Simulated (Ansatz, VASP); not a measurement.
# NbSi: VASP beside Ansatz

Aim: how closely do two programs agree when they are given the same cell, functional and k mesh? The cell is invented: As first built, before any earlier steps moved the atoms (in the runner's words): it takes the TaC structure with all of its atoms replaced by other elements, volume scaled by an estimate. It may not be a known or stable phase. The cell is taken from a series of VASP runs on this material, whose earlier steps may have relaxed, scaled or displaced it; both programs get it as it stands.

Calculated with Ansatz 0.2.0; plane waves, with VASP 6.6.1 beside it; band structure at HSE03.

## Step 1: The structure

Symmetry: Fm-3m, No. 225, cubic system. The conventional cell has a = 5.142 Å, b = 5.142 Å, c = 5.142 Å, α = 90.00°, β = 90.00°, γ = 90.00°. Nearest to Nb lie 6 Si at 2.57 Å. Nearest to Si lie 6 Nb at 2.57 Å. As first built, before any earlier steps moved the atoms (in the runner's words): sites of the TaC structure (space group 225) filled with other elements, volume scaled by an estimate. Farther neighbours are not listed.

Structure file:

```cif
data_structure
_symmetry_space_group_name_H-M 'P 1'
_symmetry_Int_Tables_number 1
_cell_length_a 3.6363
_cell_length_b 3.6363
_cell_length_c 3.6363
_cell_angle_alpha 60.000
_cell_angle_beta 60.000
_cell_angle_gamma 60.000
_cell_volume 34.00
loop_
_atom_site_label
_atom_site_type_symbol
_atom_site_fract_x
_atom_site_fract_y
_atom_site_fract_z
_atom_site_occupancy
Nb1 Nb 0.00000 0.00000 0.00000 1
Si2 Si 0.50000 0.50000 0.50000 1
```

## Step 2: VASP: band structure, HSE03

A single point gives forces, pressure and levels at one fixed geometry, so differences don't come from the geometry; what else differs is listed under the comparison.

Lines of VASP's logs that name or quote its potential files are left out, and so is its time.

The run reads the wave functions of an earlier VASP run, which isn't shown here.

Contents of INCAR:

```
SYSTEM = NbSi
PREC = Accurate
ENCUT = 400
EDIFF = 1E-06
NELM = 100
ISMEAR = 0
SIGMA = 0.02
LREAL = .FALSE.
ALGO = Normal
LHFCALC = .TRUE.
AEXX = 0.25
GGA = PE
HFSCREEN = 0.3
LASPH = .TRUE.
PRECFOCK = Fast
LORBIT = 11
LWAVE = .FALSE.
LCHARG = .FALSE.
KPAR = 4
```

Contents of POSCAR:

```
NbSi
1.0
    0.0000000000      2.5712175395      2.5712175395
    2.5712175395      0.0000000000      2.5712175395
    2.5712175395      2.5712175395      0.0000000000
Nb Si
1 1
Direct
    0.0000000000      0.0000000000      0.0000000000
    0.5000000000      0.5000000000      0.5000000000
```

Contents of KPOINTS:

```
Automatic mesh
0
Gamma
5 5 5
0 0 0
```

Contents of KPOINTS_OPT:

```
Line mode
10
Line-mode
Reciprocal
  0.00000000   0.00000000   0.00000000 GAMMA
  0.50000000   0.00000000   0.50000000 X

  0.50000000   0.00000000   0.50000000 X
  0.50000000   0.25000000   0.75000000 W

  0.50000000   0.25000000   0.75000000 W
  0.37500000   0.37500000   0.75000000 K

  0.37500000   0.37500000   0.75000000 K
  0.00000000   0.00000000   0.00000000 GAMMA

  0.00000000   0.00000000   0.00000000 GAMMA
  0.50000000   0.50000000   0.50000000 L

  0.50000000   0.50000000   0.50000000 L
  0.62500000   0.25000000   0.62500000 U

  0.62500000   0.25000000   0.62500000 U
  0.50000000   0.25000000   0.75000000 W

  0.50000000   0.25000000   0.75000000 W
  0.50000000   0.50000000   0.50000000 L

  0.50000000   0.50000000   0.50000000 L
  0.37500000   0.37500000   0.75000000 K

  0.62500000   0.25000000   0.62500000 U
  0.50000000   0.00000000   0.50000000 X
```

The projector-augmented-wave data sets are Nb_sv and Si (PBE family, release 64).

The run is started by

```bash
$ mpirun -np 4 vasp_std
```

Numbers of over 12 decimals in the logs are rounded to 6 here.

What it wrote:

```text
[banner, memory and clock lines left out]
running    4 mpi-ranks, on    1 nodes
 distrk:  each k-point on    1 cores,    4 groups
 distr:  one band on    1 cores,    1 groups

 POSCAR found type information on POSCAR NbSi
 POSCAR found :  2 types and       2 ions
 LDA part: xc-table for (Slater+PW92), standard interpolation
 found WAVECAR, reading the header
 POSCAR, INCAR and KPOINTS ok, starting setup
 FFT: planning ... GRIDC
 FFT: planning ... GRID_SOFT
 FFT: planning ... GRID
 reading WAVECAR
 the WAVECAR file was read successfully
 initial charge from wavefunction
 entering main loop
       N       E                     dE             d eps       ncg     rms          rms(c)
DAV:   1    -0.180965517148E+02   -0.18097E+02   -0.42678E-01   352   0.684E+00    0.302E+00
DAV:   2    -0.180854725684E+02    0.11079E-01   -0.25946E-02   332   0.206E+00    0.173E+00
DAV:   3    -0.180844263645E+02    0.10462E-02   -0.12955E-02   364   0.105E+00    0.956E-01
DAV:   4    -0.180845086284E+02   -0.82264E-04   -0.64814E-04   292   0.189E-01    0.547E-01
DAV:   5    -0.180843709173E+02    0.13771E-03   -0.18555E-04   284   0.117E-01    0.305E-01
DAV:   6    -0.180843549616E+02    0.15956E-04   -0.63718E-05   308   0.508E-02    0.167E-01
DAV:   7    -0.180843503051E+02    0.46565E-05   -0.55738E-06   276   0.189E-02    0.939E-02
DAV:   8    -0.180843484362E+02    0.18689E-05   -0.20668E-06   220   0.135E-02    0.525E-02
DAV:   9    -0.180843480741E+02    0.36211E-06   -0.68494E-07   132   0.786E-03
   1 F= -.18084348E+02 E0= -.18083959E+02  d E =-.778888E-03
 Start KPOINTS_OPT (optional k-point list driver)
k-point batch [1-10\100]
       N       E                     dE             ncg
DAV:   1    -0.443817745524E+03   -0.36217E+04      240
DAV:   2    -0.177629342561E+04   -0.13325E+04      300
DAV:   3    -0.185545665214E+04   -0.79163E+02      360
DAV:   4    -0.186089821609E+04   -0.54416E+01      380
DAV:   5    -0.186128346181E+04   -0.38525E+00      392
DAV:   6    -0.186131328994E+04   -0.29828E-01      396
DAV:   7    -0.186131588980E+04   -0.25999E-02      368
DAV:   8    -0.186131616497E+04   -0.27517E-03      368
DAV:   9    -0.186131619733E+04   -0.32363E-04      288
DAV:  10    -0.186131620167E+04   -0.43384E-05      264
DAV:  11    -0.186131620234E+04   -0.67405E-06      212
[...]
k-point batch [91-100\100]
       N       E                     dE             ncg
DAV:   1    -0.555688395967E+03   -0.65874E+04      240
DAV:   2    -0.181277767606E+04   -0.12571E+04      308
DAV:   3    -0.187873399066E+04   -0.65956E+02      392
DAV:   4    -0.188349745716E+04   -0.47635E+01      364
DAV:   5    -0.188385771145E+04   -0.36025E+00      432
DAV:   6    -0.188389263760E+04   -0.34926E-01      404
DAV:   7    -0.188389629106E+04   -0.36535E-02      412
DAV:   8    -0.188389675284E+04   -0.46178E-03      380
DAV:   9    -0.188389681636E+04   -0.63518E-04      360
DAV:  10    -0.188389682537E+04   -0.90131E-05      280
DAV:  11    -0.188389682674E+04   -0.13684E-05      232
DAV:  12    -0.188389682697E+04   -0.22684E-06      232
```

From OUTCAR (step 2):

```text
ion  position               nearest neighbor table
   1  0.000  0.000  0.000-   2 2.57   2 2.57   2 2.57   2 2.57   2 2.57   2 2.57
   2  0.500  0.500  0.500-   1 2.57   1 2.57   1 2.57   1 2.57   1 2.57   1 2.57

  LATTYP: Found a face centered cubic cell.
 ALAT       =     5.1424350790

 Subroutine GETGRP returns: Found 48 space group operations
 (whereof 48 operations were pure point group operations)

The static configuration has the point symmetry O_h .

 Found     10 irreducible k-points:

   k-points           NKPTS =     10   k-points in BZ     NKDIM =    125   number of bands    NBANDS=     12

   dimension x,y,z NGX =    24 NGY =   24 NGZ =   24
   dimension x,y,z NGXF=    48 NGYF=   48 NGZF=   48

   ENCUT  =  400.0 eV  29.40 Ry    5.42 a.u.   5.93  5.93  5.93*2*pi/ulx,y,z

   NELECT =      17.0000    total number of electrons

 k-points in reciprocal lattice and weights: Automatic mesh
   0.00000000  0.00000000  0.00000000       0.008
   0.20000000  0.00000000  0.00000000       0.064
   0.40000000  0.00000000  0.00000000       0.064
   0.20000000  0.20000000  0.00000000       0.048
   0.40000000  0.20000000  0.00000000       0.192
  -0.40000000  0.20000000  0.00000000       0.192
  -0.20000000  0.20000000  0.00000000       0.096
   0.40000000  0.40000000  0.00000000       0.048
  -0.40000000  0.40000000  0.00000000       0.096
  -0.40000000  0.40000000  0.20000000       0.192

  exchange ACFDT corr.  =         0.00000000  see jH, gK, PRB 81, 115126

 average (electrostatic) potential at core
       1 -73.9214       2 -75.1168

 E-fermi :  10.1029

 k-point     1 :       0.0000    0.0000    0.0000
  band No.  band energies     occupation
    ...
      6       8.9728      2.00000
      7       8.9728      2.00000
      8       8.9728      2.00000
      9       9.3922      2.00000
     10       9.3922      2.00000
     11      12.9172      0.00000
     12      12.9172      0.00000

 k-point     2 :       0.2000    0.0000    0.0000
  band No.  band energies     occupation
    ...
      6       7.4680      2.00000
      7       7.9681      2.00000
      8       7.9681      2.00000
      9       9.8003      2.00000
     10       9.8003      2.00000
     11      12.4818      0.00000
     12      15.1839      0.00000

 k-point     3 :       0.4000    0.0000    0.0000
  band No.  band energies     occupation
    ...
      4     -23.4458      2.00000
      5       1.3001      2.00000
      6       4.6012      2.00000
      7       6.7672      2.00000
      8       6.7673      2.00000
      9      11.5074      0.00000
     10      11.5075      0.00000
     11      12.8918      0.00000
     12      15.9169      0.00000

  energy-cutoff  :      400.00
  volume of cell :       34.00
      direct lattice vectors                 reciprocal lattice vectors
     0.000000000  2.571217540  2.571217540    -0.194460403  0.194460403  0.194460403
     2.571217540  0.000000000  2.571217540     0.194460403 -0.194460403  0.194460403
     2.571217540  2.571217540  0.000000000     0.194460403  0.194460403 -0.194460403

 POSITION                                       TOTAL-FORCE (eV/Angst)
 -----------------------------------------------------------------------------------
      0.00000      0.00000      0.00000        -0.000000     -0.000000     -0.000000
      2.57122      2.57122      2.57122         0.000000      0.000000      0.000000
 -----------------------------------------------------------------------------------
    total drift:                                0.000000     -0.000001      0.000002

  FREE ENERGIE OF THE ION-ELECTRON SYSTEM (eV)
  ---------------------------------------------------
  free  energy   TOTEN  =       -18.0843480741 eV

  energy  without entropy=      -18.0835691861  energy(sigma->0) =      -18.08395863

 total charge
# of ion       s       p       d       tot
------------------------------------------
    1        2.134   6.006   2.523  10.663
    2        0.805   0.988   0.000   1.792
--------------------------------------------------
tot          2.939   6.994   2.523  12.456

[... 3 further parts left out ...]
```

This run has no spin polarisation. Its electron count is odd, so without a moment it is a metal by construction. Spin-orbit coupling is off here; it would split degenerate levels.

[end of part 1 of 2]

[Lines on the potential files, build, host, timing and source positions are cut from VASP's logs without a mark.]

[Logs are printed without paths, hosts, clocks, repeated set-up lines and the standing remarks that a program may print on its own settings, such as how far it seeks lower states.]

[Hosts, paths, dates, database ids (printed as entryN), source tags and the programs' standing remarks are cut or masked in the printed files.]
